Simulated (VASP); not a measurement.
## CdS (Hawleyite) under strain

Aim: follow the gap and pressure of CdS (Hawleyite) through compression, expansion and shear. All runs use LDA. The start is a cell from a database of measured crystal structures.

Method: LDA; plane waves and PAW (Cd, S), in VASP 6.6.1.

Most raw output is cut from this account.

## Step 1: The starting structure

Symmetry: F-43m, No. 216, cubic system. Conventional cell: a = 5.833 Å, b = 5.833 Å, c = 5.833 Å, α = 90.00°, β = 90.00°, γ = 90.00°. Cd has 4 S at 2.53 Å nearest. Nearest to S lie 4 Cd at 2.53 Å. Farther neighbours and most contacts between anions are not listed.

As a file:

```cif
data_structure
_symmetry_space_group_name_H-M 'P 1'
_symmetry_Int_Tables_number 1
_cell_length_a 4.1246
_cell_length_b 4.1246
_cell_length_c 4.1246
_cell_angle_alpha 60.000
_cell_angle_beta 60.000
_cell_angle_gamma 60.000
_cell_volume 49.62
loop_
_atom_site_label
_atom_site_type_symbol
_atom_site_fract_x
_atom_site_fract_y
_atom_site_fract_z
_atom_site_occupancy
Cd1 Cd 0.00000 0.00000 0.00000 1
S2 S 0.25000 0.25000 0.25000 1
```

## Step 2: Reference run

A single point gives energy, forces and stress at these settings. LDA, the lowest rung, knows the local density alone.

INCAR reads:

```
SYSTEM = CdS
PREC = Accurate
ENCUT = 400
EDIFF = 1E-06
NELM = 100
ISMEAR = -1
SIGMA = 0.05
LREAL = .FALSE.
ALGO = Normal
GGA = CA
NBANDS = 15
LORBIT = 11
LWAVE = .FALSE.
LCHARG = .FALSE.
KPAR = 2
ISIF = 2
```

POSCAR reads:

```
CdS
1.0
    0.0000000000      2.9165000000      2.9165000000
    2.9165000000      0.0000000000      2.9165000000
    2.9165000000      2.9165000000      0.0000000000
Cd S
1 1
Direct
    0.0000000000      0.0000000000      0.0000000000
    0.2500000000      0.2500000000      0.2500000000
```

KPOINTS reads:

```
Automatic mesh
0
Gamma
7 7 7
0 0 0
```

The projector-augmented-wave data sets are Cd and S (LDA family, release 64).

Command:

```
$ mpirun -np 2 vasp_std
```

It took 4 s on 2 MPI ranks of AMD EPYC 9R45, shared host; peak memory 0.23 GiB; 7.1 s of CPU time.

The gap is read on the k-mesh alone, so it is an upper bound where the band edges lie off the mesh. At this level the cell is under a tension of 2.4 GPa, so at these settings it is away from equilibrium.

Numbers from this step:

| Item | Value |
| --- | --- |
| SCF cycles | 13 |
| electrons | 18 |
| bands | 15 |
| irreducible k-points | 20 |
| symmetry operations | 24 |
| free energy (TOTEN) | -7.395 eV |
| Fermi energy | 1.607 eV |
| pressure | -2.397 GPa |
| metallic | no |
| valence top at k | 0, 0, 0 |
| conduction bottom at k | 0, 0, 0 |
| least direct gap at k | 0, 0, 0 |
| gap on the k-mesh | 0.8899 eV |
| least direct gap on the k-mesh | 0.8899 eV |

The pressure is -2.40 GPa and the largest force 0.000 eV/Å, so the cell is not at a minimum at these settings.

## Step 3: Bands, cell as listed

Levels along the symmetry lines show where the bands peak and cross; KPOINTS_OPT computes them in the converged potential.

Edit INCAR of step 2 so:

```diff
@@ -10,3 +10,3 @@
 GGA = CA
-NBANDS = 15
+NBANDS = 21
 LORBIT = 11
@@ -15,2 +15 @@
 KPAR = 2
-ISIF = 2
```

POSCAR is that of step 2.

KPOINTS is that of step 2.

KPOINTS_OPT reads:

```
Line mode
16
Line-mode
Reciprocal
  0.00000000   0.00000000   0.00000000 GAMMA
  0.50000000   0.00000000   0.50000000 X

  0.50000000   0.00000000   0.50000000 X
  0.50000000   0.25000000   0.75000000 W

  0.50000000   0.25000000   0.75000000 W
  0.37500000   0.37500000   0.75000000 K

  0.37500000   0.37500000   0.75000000 K
  0.00000000   0.00000000   0.00000000 GAMMA

  0.00000000   0.00000000   0.00000000 GAMMA
  0.50000000   0.50000000   0.50000000 L

  0.50000000   0.50000000   0.50000000 L
  0.62500000   0.25000000   0.62500000 U

  0.62500000   0.25000000   0.62500000 U
  0.50000000   0.25000000   0.75000000 W

  0.50000000   0.25000000   0.75000000 W
  0.50000000   0.50000000   0.50000000 L

  0.50000000   0.50000000   0.50000000 L
  0.37500000   0.37500000   0.75000000 K

  0.62500000   0.25000000   0.62500000 U
  0.50000000   0.00000000   0.50000000 X
```

Command:

```
$ mpirun -np 2 vasp_std
```

It took 22 s on 2 MPI ranks; peak memory 0.25 GiB.

Spin-orbit coupling is off here; it would split degenerate levels.

Numbers from this step:

```yaml
bands: 21
pressure: -2.410 GPa
least_gap_on_mesh_and_path: 0.8898 eV
least_direct_gap_on_mesh_and_path: 0.8899 eV
```

Electronic bands along the path, in eV, zero at the valence-band top; v1 is the highest filled band, c1 the lowest empty one:

```
          point     v4     v3     v2     v1    c1    c2    c3     c4
              Γ  -7.29   0.00   0.00   0.00  0.89  6.36  6.36   6.36
0.53 of the way  -7.24  -2.56  -1.15  -1.15  3.50  4.51  8.13   8.16
              X  -6.84  -4.06  -1.92  -1.92  3.31  4.17  8.95  10.54
0.47 of the way  -6.75  -4.04  -2.12  -2.07  3.95  4.61  8.51   8.92
              W  -6.65  -4.00  -2.34  -2.25  5.24  5.29  7.02   7.82
0.53 of the way  -6.68  -4.02  -2.54  -1.82  4.48  5.30  7.66   8.29
              K  -6.70  -4.04  -2.61  -1.57  4.02  5.29  8.26   8.90
0.47 of the way  -7.21  -3.02  -1.56  -0.50  3.58  5.96  6.47   7.19
              Γ  -7.29   0.00   0.00   0.00  0.89  6.36  6.36   6.36
0.47 of the way  -7.29  -2.38  -0.37  -0.37  2.50  6.04  6.84   6.84
              L  -6.91  -4.52  -0.77  -0.77  2.78  6.84  6.84   7.23
0.53 of the way  -6.80  -4.26  -1.93  -1.12  3.94  5.71  7.49   7.66
              U  -6.70  -4.04  -2.61  -1.57  4.02  5.29  8.26   8.90
0.53 of the way  -6.68  -4.02  -2.52  -1.89  4.60  5.31  7.53   8.21
              W  -6.65  -4.00  -2.34  -2.25  5.24  5.29  7.02   7.82
0.47 of the way  -6.78  -4.19  -2.09  -1.32  4.32  5.56  6.99   8.31
              L  -6.91  -4.52  -0.77  -0.77  2.78  6.84  6.84   7.23
0.47 of the way  -6.82  -4.31  -1.73  -1.05  3.78  5.82  7.48   7.49
              K  -6.70  -4.04  -2.61  -1.57  4.02  5.29  8.26   8.90
      jump to U  -6.70  -4.04  -2.61  -1.57  4.02  5.29  8.26   8.90
0.47 of the way  -6.78  -4.04  -2.24  -1.82  3.64  4.53  8.68   9.81
              X  -6.84  -4.06  -1.92  -1.92  3.31  4.17  8.95  10.54
```

Of the projections kept (Cd, S), the largest for each band there; the rest of the weight can lie on other orbitals:

```
point       v4       v3      v2      v1       c1       c2       c3       c4
    Γ  Cd 1.00   S 0.79  S 0.79  S 0.79  Cd 0.54  Cd 0.99  Cd 0.99  Cd 0.99
    X  Cd 0.93  Cd 0.55  S 0.78  S 0.78  Cd 0.77  Cd 0.74   S 0.80  Cd 0.53
    W  Cd 0.92   S 0.51  S 0.77  S 0.69   S 0.59  Cd 0.52  Cd 0.73  Cd 0.54
    K  Cd 0.93   S 0.51  S 0.71  S 0.77  Cd 0.75   S 0.53   S 0.73  Cd 0.61
    Γ  Cd 1.00   S 0.79  S 0.79  S 0.79  Cd 0.54  Cd 0.99  Cd 0.99  Cd 0.99
    L  Cd 0.95   S 0.59  S 0.78  S 0.78  Cd 0.69  Cd 0.90  Cd 0.90   S 0.80
```

The path finds the gap of the mesh within 0.02 eV, so the mesh comes close to both band edges.

## Step 4: Bands, volume times 1.04

The cell is expanded evenly, with fractional positions held.

INCAR is that of step 3.

POSCAR reads:

```
CdS
1.0
    0.0000000000      2.9548794012      2.9548794012
    2.9548794012      0.0000000000      2.9548794012
    2.9548794012      2.9548794012      0.0000000000
Cd S
1 1
Direct
    0.0000000000      0.0000000000      0.0000000000
    0.2500000000      0.2500000000      0.2500000000
```

KPOINTS is that of step 3.

KPOINTS_OPT is that of step 3.

Command:

```
$ mpirun -np 2 vasp_std
```

Run time: 22 s. Hardware: 2 MPI ranks; peak memory 0.26 GiB.

Numbers from this step:

| Property | Result |
| --- | --- |
| free energy (TOTEN) | -7.357 eV |
| Fermi energy | 1.231 eV |
| pressure | -4.476 GPa |
| least gap on mesh and path | 0.804 eV |
| least direct gap on mesh and path | 0.804 eV |

Electronic bands along the path, in eV, zero at the valence-band top; v1 is the highest filled band, c1 the lowest empty one:

```
          point     v4     v3     v2     v1    c1    c2    c3     c4
              Γ  -7.20   0.00   0.00   0.00  0.80  6.36  6.36   6.36
0.53 of the way  -7.16  -2.50  -1.07  -1.07  3.43  4.51  8.07   8.07
              X  -6.79  -3.89  -1.79  -1.79  3.37  4.11  8.79  10.31
0.53 of the way  -6.69  -3.85  -2.01  -1.97  4.16  4.62  8.30   8.47
              W  -6.62  -3.82  -2.17  -2.11  5.12  5.24  6.93   7.82
0.47 of the way  -6.65  -3.84  -2.35  -1.76  4.57  5.21  7.44   8.17
              K  -6.67  -3.85  -2.44  -1.46  4.02  5.19  8.16   8.80
0.53 of the way  -7.16  -2.58  -1.18  -0.35  3.13  5.81  6.66   7.01
              Γ  -7.20   0.00   0.00   0.00  0.80  6.36  6.36   6.36
0.53 of the way  -7.20  -2.67  -0.41  -0.41  2.54  6.09  6.87   6.87
              L  -6.85  -4.29  -0.71  -0.71  2.72  6.83  6.83   7.10
0.47 of the way  -6.78  -4.10  -1.63  -0.97  3.69  5.82  7.35   7.45
              U  -6.67  -3.85  -2.44  -1.46  4.02  5.19  8.16   8.80
0.47 of the way  -6.65  -3.84  -2.37  -1.70  4.45  5.20  7.57   8.24
              W  -6.62  -3.82  -2.17  -2.11  5.12  5.24  6.93   7.82
0.53 of the way  -6.76  -4.04  -1.78  -1.11  3.96  5.69  6.98   7.97
              L  -6.85  -4.29  -0.71  -0.71  2.72  6.83  6.83   7.10
0.53 of the way  -6.76  -4.05  -1.81  -1.04  3.85  5.70  7.37   7.62
              K  -6.67  -3.85  -2.44  -1.46  4.02  5.19  8.16   8.80
      jump to U  -6.67  -3.85  -2.44  -1.46  4.02  5.19  8.16   8.80
0.47 of the way  -6.74  -3.87  -2.09  -1.69  3.68  4.45  8.55   9.65
              X  -6.79  -3.89  -1.79  -1.79  3.37  4.11  8.79  10.31
```

Of the projections kept (Cd, S), the largest for each band there; the rest of the weight can lie on other orbitals:

```
point       v4       v3      v2      v1       c1       c2       c3       c4
    Γ  Cd 1.00   S 0.80  S 0.80  S 0.80  Cd 0.56  Cd 0.99  Cd 0.99  Cd 0.99
    X  Cd 0.93  Cd 0.54  S 0.79  S 0.79  Cd 0.77  Cd 0.72   S 0.81  Cd 0.53
    W  Cd 0.93   S 0.51  S 0.78  S 0.71  Cd 0.51   S 0.59  Cd 0.74  Cd 0.52
    K  Cd 0.93   S 0.51  S 0.73  S 0.78  Cd 0.73   S 0.54   S 0.74  Cd 0.61
    Γ  Cd 1.00   S 0.80  S 0.80  S 0.80  Cd 0.56  Cd 0.99  Cd 0.99  Cd 0.99
    L  Cd 0.95   S 0.59  S 0.79  S 0.79  Cd 0.69  Cd 0.90  Cd 0.90   S 0.80
```

The gap is 0.80 eV, direct at Γ. That is -0.09 eV from the cell as listed. The pressure is -4.48 GPa.

## Step 5: Bands, volume times 1.08

INCAR is that of step 4.

POSCAR reads:

```
CdS
1.0
    0.0000000000      2.9922869091      2.9922869091
    2.9922869091      0.0000000000      2.9922869091
    2.9922869091      2.9922869091      0.0000000000
Cd S
1 1
Direct
    0.0000000000      0.0000000000      0.0000000000
    0.2500000000      0.2500000000      0.2500000000
```

KPOINTS is that of step 4.

KPOINTS_OPT is that of step 4.

Command:

```
$ mpirun -np 2 vasp_std
```

Elapsed: 23 s, on 2 MPI ranks; peak memory 0.28 GiB; 44 s of CPU time.

Numbers from this step:

| Quantity | Value |
| --- | --- |
| free energy (TOTEN) | -7.296 eV |
| Fermi energy | 0.8864 eV |
| pressure | -6.121 GPa |
| least gap on mesh and path | 0.7202 eV |
| least direct gap on mesh and path | 0.7202 eV |

The electronic bands at the labelled points (eV, zero at the valence-band top; v1 is the highest filled band, c1 the lowest empty one):

```
          point     v4     v3     v2     v1    c1    c2    c3     c4
              Γ  -7.13   0.00   0.00   0.00  0.72  6.36  6.36   6.36
0.53 of the way  -7.09  -2.44  -0.99  -0.99  3.34  4.51  7.98   7.98
              X  -6.75  -3.73  -1.67  -1.67  3.42  4.05  8.64  10.08
0.53 of the way  -6.67  -3.69  -1.87  -1.85  4.18  4.51  8.22   8.34
              W  -6.61  -3.65  -2.01  -1.99  4.95  5.24  6.84   7.82
0.47 of the way  -6.63  -3.67  -2.20  -1.64  4.51  5.12  7.35   8.12
              K  -6.65  -3.69  -2.28  -1.36  4.00  5.10  8.06   8.70
0.47 of the way  -7.06  -2.81  -1.36  -0.43  3.33  5.86  6.47   7.12
              Γ  -7.13   0.00   0.00   0.00  0.72  6.36  6.36   6.36
0.47 of the way  -7.13  -2.23  -0.32  -0.32  2.33  5.95  6.80   6.80
              L  -6.81  -4.07  -0.66  -0.66  2.66  6.82  6.82   6.98
0.53 of the way  -6.73  -3.85  -1.70  -0.97  3.76  5.68  7.25   7.57
              U  -6.65  -3.69  -2.28  -1.36  4.00  5.10  8.06   8.70
0.53 of the way  -6.63  -3.67  -2.20  -1.64  4.51  5.12  7.35   8.12
              W  -6.61  -3.65  -2.01  -1.99  4.95  5.24  6.84   7.82
0.47 of the way  -6.71  -3.80  -1.85  -1.14  4.08  5.58  6.81   8.14
              L  -6.81  -4.07  -0.66  -0.66  2.66  6.82  6.82   6.98
0.47 of the way  -6.75  -3.90  -1.53  -0.91  3.60  5.81  7.23   7.41
              K  -6.65  -3.69  -2.28  -1.36  4.00  5.10  8.06   8.70
      jump to U  -6.65  -3.69  -2.28  -1.36  4.00  5.10  8.06   8.70
0.53 of the way  -6.72  -3.71  -1.89  -1.60  3.66  4.29  8.48   9.61
              X  -6.75  -3.73  -1.67  -1.67  3.42  4.05  8.64  10.08
```

Of the projections kept (Cd, S), the largest for each band there; the rest of the weight can lie on other orbitals:

```
point       v4       v3      v2      v1       c1       c2       c3       c4
    Γ  Cd 1.00   S 0.81  S 0.81  S 0.81  Cd 0.58  Cd 0.99  Cd 0.98  Cd 0.98
    X  Cd 0.94  Cd 0.53  S 0.80  S 0.80  Cd 0.77  Cd 0.70   S 0.81  Cd 0.53
    W  Cd 0.93   S 0.51  S 0.80  S 0.73  Cd 0.51   S 0.59  Cd 0.74  Cd 0.50
    K  Cd 0.94   S 0.51  S 0.75  S 0.80  Cd 0.71   S 0.55   S 0.74  Cd 0.61
    Γ  Cd 1.00   S 0.81  S 0.81  S 0.81  Cd 0.58  Cd 0.98  Cd 0.99  Cd 0.98
    L  Cd 0.96   S 0.59  S 0.80  S 0.80  Cd 0.69  Cd 0.89  Cd 0.89   S 0.80
```

The gap is 0.72 eV, direct at Γ. That is -0.17 eV from the cell as listed. The pressure is -6.12 GPa.

## Step 6: Bands, sheared, principal strains -2.8, -0.5, +3.4 %

The cell is sheared at fixed volume, which lowers its symmetry.

INCAR is that of step 5.

POSCAR reads:

```
CdS
1.0
   -0.0529870000      2.9355920000      2.8924540000
    2.9839480000     -0.0052190000      2.8446860000
    2.9548520000      2.8587280000      0.0238770000
Cd S
1 1
Direct
    0.0000000000      0.0000000000      0.0000000000
    0.2500000000      0.2500000000      0.2500000000
```

KPOINTS is that of step 5.

KPOINTS_OPT reads:

```
Line mode
16
Line-mode
Reciprocal
  0.00000000   0.50000000   0.00000000 X
  0.00000000   0.00000000   0.00000000 GAMMA

  0.00000000   0.00000000   0.00000000 GAMMA
  0.50000000   0.00000000   0.00000000 Y

  0.50000000   0.50000000   0.00000000 L
  0.00000000   0.00000000   0.00000000 GAMMA

  0.00000000   0.00000000   0.00000000 GAMMA
 -0.50000000  -0.50000000  -0.50000000 Z

 -0.50000000   0.00000000  -0.50000000 N
  0.00000000   0.00000000   0.00000000 GAMMA

  0.00000000   0.00000000   0.00000000 GAMMA
  0.00000000  -0.50000000  -0.50000000 M

  0.00000000   0.00000000  -0.50000000 R
  0.00000000   0.00000000   0.00000000 GAMMA
```

Command:

```
$ mpirun -np 2 vasp_std
```

It took 49 s on 2 MPI ranks; peak memory 0.53 GiB.

The path and its labels are those of the sheared lattice, so a letter need not mean the same point as in the unstrained cell.

Numbers from this step:

```yaml
irreducible_k_points: 172
symmetry_operations: 1
free_energy_toten: -7.379 eV
fermi_energy: 1.624 eV
pressure: -2.351 GPa
least_gap_on_mesh_and_path: 0.7961 eV
least_direct_gap_on_mesh_and_path: 0.7961 eV
```

The electronic bands at the labelled points (eV, zero at the valence-band top; v1 is the highest filled band, c1 the lowest empty one):

```
          point     v4     v3     v2     v1    c1    c2    c3     c4
              X  -6.99  -4.60  -0.93  -0.79  2.68  6.64  6.81   7.19
0.47 of the way  -7.37  -2.85  -0.58  -0.50  2.52  6.01  6.76   6.91
              Γ  -7.37  -0.20  -0.08   0.00  0.80  6.03  6.34   6.51
0.53 of the way  -7.37  -2.91  -0.54  -0.38  2.59  5.90  6.83   7.04
              Y  -7.03  -4.59  -0.85  -0.66  2.80  6.73  6.96   7.10
      jump to L  -6.89  -4.01  -2.20  -1.98  3.12  3.94  9.04  10.19
0.47 of the way  -7.33  -2.57  -1.38  -1.19  3.44  4.32  7.80   8.15
              Γ  -7.37  -0.20  -0.08   0.00  0.80  6.03  6.34   6.51
0.47 of the way  -7.37  -2.46  -0.57  -0.37  2.39  5.93  6.56   7.02
              Z  -6.99  -4.61  -0.98  -0.76  2.63  6.49  7.06   7.18
      jump to N  -6.92  -4.10  -2.07  -1.98  3.20  4.04  8.86  10.17
0.47 of the way  -7.33  -2.62  -1.31  -1.18  3.42  4.40  7.78   8.08
              Γ  -7.37  -0.20  -0.08   0.00  0.80  6.03  6.34   6.51
0.47 of the way  -7.34  -2.43  -1.04  -0.88  3.11  4.79  7.63   7.90
              M  -6.99  -4.30  -2.00  -1.79  3.30  4.33  8.57  10.43
      jump to R  -6.97  -4.61  -1.01  -0.85  2.59  6.48  6.86   7.26
0.53 of the way  -7.38  -2.43  -0.56  -0.44  2.37  6.01  6.59   6.86
              Γ  -7.37  -0.20  -0.08   0.00  0.80  6.03  6.34   6.51
```

Of the projections kept (Cd, S), the largest for each band there; the rest of the weight can lie on other orbitals:

```
point       v4       v3      v2      v1       c1       c2       c3       c4
    X  Cd 0.95   S 0.58  S 0.76  S 0.79  Cd 0.69  Cd 0.80  Cd 0.90   S 0.76
    Γ  Cd 1.00   S 0.78  S 0.79  S 0.79  Cd 0.54  Cd 0.99  Cd 0.99  Cd 0.99
    Y  Cd 0.96   S 0.58  S 0.77  S 0.79  Cd 0.67  Cd 0.84   S 0.68  Cd 0.69
    L  Cd 0.92  Cd 0.55  S 0.78  S 0.77  Cd 0.79  Cd 0.75   S 0.78  Cd 0.50
    Γ  Cd 1.00   S 0.78  S 0.79  S 0.79  Cd 0.54  Cd 0.99  Cd 0.99  Cd 0.99
    Z  Cd 0.95   S 0.58  S 0.77  S 0.78  Cd 0.70  Cd 0.89  Cd 0.87   S 0.79
```

Force by atom:

```
atom  x (eV/Å)  y (eV/Å)  z (eV/Å)   size
 Cd1     0.147    -0.024    -0.156  0.216
  S2    -0.147     0.024     0.156  0.216
```

The gap is 0.80 eV, direct at Γ. That is -0.09 eV from the cell as listed. The pressure is -2.35 GPa, and the symmetry operations fall from 24 to 1.

## Step 7: Bands, volume times 0.96

The cell is compressed evenly, with fractional positions held.

INCAR is that of step 6.

POSCAR reads:

```
CdS
1.0
    0.0000000000      2.8770830059      2.8770830059
    2.8770830059      0.0000000000      2.8770830059
    2.8770830059      2.8770830059      0.0000000000
Cd S
1 1
Direct
    0.0000000000      0.0000000000      0.0000000000
    0.2500000000      0.2500000000      0.2500000000
```

KPOINTS is that of step 6.

KPOINTS_OPT reads:

```
Line mode
16
Line-mode
Reciprocal
  0.00000000   0.00000000   0.00000000 GAMMA
  0.50000000   0.00000000   0.50000000 X

  0.50000000   0.00000000   0.50000000 X
  0.50000000   0.25000000   0.75000000 W

  0.50000000   0.25000000   0.75000000 W
  0.37500000   0.37500000   0.75000000 K

  0.37500000   0.37500000   0.75000000 K
  0.00000000   0.00000000   0.00000000 GAMMA

  0.00000000   0.00000000   0.00000000 GAMMA
  0.50000000   0.50000000   0.50000000 L

  0.50000000   0.50000000   0.50000000 L
  0.62500000   0.25000000   0.62500000 U

  0.62500000   0.25000000   0.62500000 U
  0.50000000   0.25000000   0.75000000 W

  0.50000000   0.25000000   0.75000000 W
  0.50000000   0.50000000   0.50000000 L

  0.50000000   0.50000000   0.50000000 L
  0.37500000   0.37500000   0.75000000 K

  0.62500000   0.25000000   0.62500000 U
  0.50000000   0.00000000   0.50000000 X
```

Command:

```
$ mpirun -np 2 vasp_std
```

The job ended after 22 s (2 MPI ranks; peak memory 0.28 GiB; 42 s of CPU time).

Numbers from this step:

| Quantity | Value |
| --- | --- |
| irreducible k-points | 20 |
| symmetry operations | 24 |
| free energy (TOTEN) | -7.404 eV |
| Fermi energy | 2.017 eV |
| pressure | 0.2098 GPa |
| least gap on mesh and path | 0.9776 eV |
| least direct gap on mesh and path | 0.9777 eV |

Electronic bands along the path, in eV, zero at the valence-band top; v1 is the highest filled band, c1 the lowest empty one:

```
          point     v4     v3     v2     v1    c1    c2    c3     c4
              Γ  -7.40   0.00   0.00   0.00  0.98  6.35  6.35   6.35
0.53 of the way  -7.34  -2.63  -1.24  -1.24  3.57  4.51  8.16   8.24
              X  -6.91  -4.24  -2.07  -2.07  3.24  4.21  9.13  10.79
0.53 of the way  -6.78  -4.22  -2.34  -2.26  4.09  4.81  8.49   8.73
              W  -6.68  -4.21  -2.53  -2.40  5.23  5.47  7.10   7.82
0.53 of the way  -6.72  -4.23  -2.72  -1.96  4.49  5.41  7.75   8.35
              K  -6.75  -4.24  -2.80  -1.69  4.00  5.39  8.35   8.99
0.53 of the way  -7.35  -2.75  -1.36  -0.41  3.37  5.89  6.66   7.06
              Γ  -7.40   0.00   0.00   0.00  0.98  6.35  6.35   6.35
0.47 of the way  -7.40  -2.47  -0.40  -0.40  2.58  6.08  6.86   6.86
              L  -6.98  -4.78  -0.83  -0.83  2.84  6.84  6.84   7.34
0.47 of the way  -6.88  -4.56  -1.85  -1.13  3.87  5.81  7.52   7.61
              U  -6.75  -4.24  -2.80  -1.69  4.00  5.39  8.35   8.99
0.53 of the way  -6.72  -4.22  -2.70  -2.03  4.61  5.42  7.62   8.26
              W  -6.68  -4.21  -2.53  -2.40  5.23  5.47  7.10   7.82
0.47 of the way  -6.83  -4.42  -2.23  -1.42  4.43  5.54  7.08   8.39
              L  -6.98  -4.78  -0.83  -0.83  2.84  6.84  6.84   7.34
0.53 of the way  -6.86  -4.50  -2.05  -1.20  4.03  5.72  7.61   7.70
              K  -6.75  -4.24  -2.80  -1.69  4.00  5.39  8.35   8.99
      jump to U  -6.75  -4.24  -2.80  -1.69  4.00  5.39  8.35   8.99
0.53 of the way  -6.85  -4.24  -2.34  -1.98  3.52  4.50  8.88  10.10
              X  -6.91  -4.24  -2.07  -2.07  3.24  4.21  9.13  10.79
```

Of the projections kept (Cd, S), the largest for each band there; the rest of the weight can lie on other orbitals:

```
point       v4       v3      v2      v1       c1       c2       c3       c4
    Γ  Cd 1.00   S 0.77  S 0.77  S 0.77  Cd 0.52  Cd 0.99  Cd 0.99  Cd 0.99
    X  Cd 0.92  Cd 0.56  S 0.77  S 0.77  Cd 0.77  Cd 0.76   S 0.80  Cd 0.53
    W  Cd 0.92  Cd 0.50  S 0.76  S 0.67   S 0.59  Cd 0.52  Cd 0.73  Cd 0.56
    K  Cd 0.92  Cd 0.50  S 0.69  S 0.76  Cd 0.76   S 0.52   S 0.72  Cd 0.61
    Γ  Cd 1.00   S 0.77  S 0.77  S 0.77  Cd 0.52  Cd 0.99  Cd 0.99  Cd 0.99
    L  Cd 0.95   S 0.58  S 0.76  S 0.76  Cd 0.69  Cd 0.90  Cd 0.90   S 0.80
```

The gap is 0.98 eV, direct at Γ. That is +0.09 eV from the cell as listed. The pressure is 0.21 GPa.

[end of part 1 of 2]

[Lines on the potential files, build, host, timing and source positions are cut from VASP's logs without a mark.]

[Logs are printed without paths, hosts, clocks, repeated set-up lines and the standing remarks that a program may print on its own settings, such as how far it seeks lower states.]

[Hosts, paths, dates, database ids (printed as entryN), source tags and the programs' standing remarks are cut or masked in the printed files.]

[A measured line is paired with the nearest computed mode of its activity, which favours agreement.]
